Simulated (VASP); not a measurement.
Input of a VASP 6.6.1 run:

Contents of POSCAR:

```
CaSi2Sb2
1.0
    4.9973900000      0.0000000000      0.0000000000
   -2.4987000000      4.3278700000      0.0000000000
    0.0000000000      0.0000000000      5.8616900000
Ca Si Sb
1 2 2
Direct
    0.0000000000      0.0000000000      0.0000000000
    0.3333300000      0.6666700000      0.2564800000
    0.6666700000      0.3333300000      0.7435200000
    0.3333300000      0.6666700000      0.7224000000
    0.6666700000      0.3333300000      0.2776000000
```

Contents of INCAR.step1:

```
ALGO = Normal
EDIFF = 1E-7
ENCUT = 600
GGA = PE
ISIF = 2
ISMEAR = -1
LASPH = True
LCHARG = True
LREAL = False
LWAVE = False
NBANDS = 22
NELM = 60
PREC = Accurate
SIGMA = 0.05
```

The input KPOINTS.step1:

```
k-points
0
Gamma
  5 5 4
```

Contents of INCAR.step2:

```
ALGO = Normal
EDIFF = 1E-7
ENCUT = 600
GGA = PE
ICHARG = 11
ISIF = 2
ISMEAR = 0
LASPH = True
LCHARG = False
LREAL = False
LWAVE = False
NBANDS = 22
NELM = 60
PREC = Accurate
SIGMA = 0.05
```

The input KPOINTS.step2:

```
path GMKGALHA,LM,KH
20
line-mode
reciprocal
 0.0000000000  0.0000000000  0.0000000000  G
 0.5000000000  0.0000000000  0.0000000000  M

 0.5000000000  0.0000000000  0.0000000000  M
 0.3333333333  0.3333333333  0.0000000000  K

 0.3333333333  0.3333333333  0.0000000000  K
 0.0000000000  0.0000000000  0.0000000000  G

 0.0000000000  0.0000000000  0.0000000000  G
 0.0000000000  0.0000000000  0.5000000000  A

 0.0000000000  0.0000000000  0.5000000000  A
 0.5000000000  0.0000000000  0.5000000000  L

 0.5000000000  0.0000000000  0.5000000000  L
 0.3333333333  0.3333333333  0.5000000000  H

 0.3333333333  0.3333333333  0.5000000000  H
 0.0000000000  0.0000000000  0.5000000000  A

 0.5000000000  0.0000000000  0.5000000000  L
 0.5000000000  0.0000000000  0.0000000000  M

 0.3333333333  0.3333333333  0.0000000000  K
 0.3333333333  0.3333333333  0.5000000000  H
```

Potentials or basis: VASP PAW PBE potentials, release 64 (Ca_sv, Si, Sb).

Command:

```bash
$ cat potpaw_PBE.64/Ca_sv/POTCAR potpaw_PBE.64/Si/POTCAR potpaw_PBE.64/Sb/POTCAR > POTCAR
$ cp INCAR.step1 INCAR
$ cp KPOINTS.step1 KPOINTS
$ mpirun -np 1 vasp_std > vasp.out
$ cp INCAR.step2 INCAR
$ cp KPOINTS.step2 KPOINTS
$ mpirun -np 1 vasp_std > vasp.out
```

Q: What does it give for the band gap along the path?

A: None (metal or under the smearing width).

Levels at the corners of the path, in eV from the Fermi level:
```csv
point,band 12,band 13,band 14,band 15,band 16,band 17
Γ,-1.52,-1.40,-1.40,-0.34,-0.34,0.58
M,-3.07,-2.46,0.05,1.41,2.01,2.11
M,-3.07,-2.46,0.05,1.41,2.01,2.11
K,-2.76,-0.53,-0.53,1.14,1.71,1.71
K,-2.76,-0.53,-0.53,1.14,1.71,1.71
Γ,-1.52,-1.40,-1.40,-0.34,-0.34,0.58
Γ,-1.52,-1.40,-1.40,-0.34,-0.34,0.58
A,-2.99,-1.84,-1.13,-0.43,-0.43,0.72
A,-2.99,-1.84,-1.13,-0.43,-0.43,0.72
L,-2.01,-1.23,0.19,0.42,1.05,1.73
L,-2.01,-1.23,0.19,0.42,1.05,1.73
H,-1.04,-0.01,-0.01,0.77,0.77,1.33
H,-1.04,-0.01,-0.01,0.77,0.77,1.33
A,-2.99,-1.84,-1.13,-0.43,-0.43,0.72
L,-2.01,-1.23,0.19,0.42,1.05,1.73
M,-3.07,-2.46,0.05,1.41,2.01,2.11
K,-2.76,-0.53,-0.53,1.14,1.71,1.71
H,-1.04,-0.01,-0.01,0.77,0.77,1.33
```

Caveat: the log is that of the step along the path at fixed density, whose energy, stress, charges and moments have no meaning; spin-orbit coupling is left out, which moves the levels of the heavy elements.
